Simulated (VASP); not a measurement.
Input for VASP

KPOINTS:
```
Automatic mesh
0
Gamma
10 10 10
0 0 0
```

**INCAR**
```
ENCUT = 500   # plane-wave cut-off (eV)
EDIFFG = -0.02   # ionic stop
LWAVE = F
PREC = Accurate
SYSTEM = BeS
IBRION = 2
PSTRESS = 450   # kbar
LREAL = F
NELM = 100
LCHARG = F
SIGMA = 0.05   # width (eV)
ALGO = Normal
EDIFF = 1E-6   # SCF stop (eV)
LASPH = T   # aspherical one-centre terms
NSW = 40   # most ionic steps
ISMEAR = 0
ISIF = 3
```

### POSCAR
```
BeS
1
    0.0000000000     2.1936613615     2.1936613615
    2.1936613615    -0.0000000000     2.1936613615
    2.1936613615     2.1936613615    -0.0000000000
Be S
1 1
Direct
  1.0000000000   0.0000000000   1.0000000000
  0.2500000000   0.2500000000   0.2500000000
```

POTCAR, in this order: Be S (LDA.64 set). Program: vasp_std.

Q: Translate this LDA calculation to Quantum ESPRESSO's pw.x.

A: One equivalent input (not run):
```
&CONTROL
  calculation = 'vc-relax'
  pseudo_dir = './pseudo'
  outdir = './out'
  tprnfor = .true.
  tstress = .true.
  nstep = 40
  forc_conv_thr = 0.00078
/
&SYSTEM
  ibrav = 0
  nat = 2
  ntyp = 2
  ecutwfc = 88
  occupations = 'smearing'
  smearing = 'gaussian'
  degauss = 0.003675
  input_dft = 'pz'
/
&ELECTRONS
  conv_thr = 7.3e-08
  electron_maxstep = 100
/
&IONS
/
&CELL
  press = 450
/
ATOMIC_SPECIES
  Be 9.012 Be.upf
  S 32.060 S.upf
CELL_PARAMETERS angstrom
     0.0000000    2.1936614    2.1936614
     2.1936614   -0.0000000    2.1936614
     2.1936614    2.1936614   -0.0000000
ATOMIC_POSITIONS crystal
  Be   1.0000000  0.0000000  1.0000000
  S    0.2500000  0.2500000  0.2500000
K_POINTS automatic
  10 10 10 0 0 0
```
What does not carry over: the potentials are each code's own (VASP's PAW set, PseudoDojo norm-conserving files in pw.x), so ENCUT and ecutwfc are chosen apart and not converted; conv_thr bounds pw.x's estimated SCF error, while EDIFF bounds the energy change between steps; forc_conv_thr acts on force components and is met together with etot_conv_thr.

The compound is BeS in the zinc blende structure. It was relaxed first under an external pressure of 45 GPa.
